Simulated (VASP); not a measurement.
Shape and ions are relaxed at each volume.

Energy against volume of Tm (hcp). All values below come from vdW-DF-cx, VASP's PBE PAW potentials (set 64) (plane waves; VASP).

The 4f electrons are frozen in the core of the lanthanide potential, so 4f levels, which can set the real gap, and their magnetism are missing.

```
V (Å³/atom)  E (eV/atom)
-----------  -----------
27.059          -2.11500
27.922          -2.12899
28.786          -2.13442
29.649          -2.13202
30.513          -2.12258
```

**Question.** Fit a third-order Birch-Murnaghan equation of state.

**Answer.** 
volume per atom: 28.94 Å³/atom
bulk modulus: 47.6 GPa
pressure derivative of the bulk modulus: 2.28

Measured: bulk modulus 44.5 GPa (computed value off by +6.9 %), as given by Wikipedia, Thulium (infobox). The calculation is for a static lattice, while the measured bulk modulus holds thermal and zero-point effects, which are part of the difference.

The compound is Tm in the hcp structure. It was relaxed first.
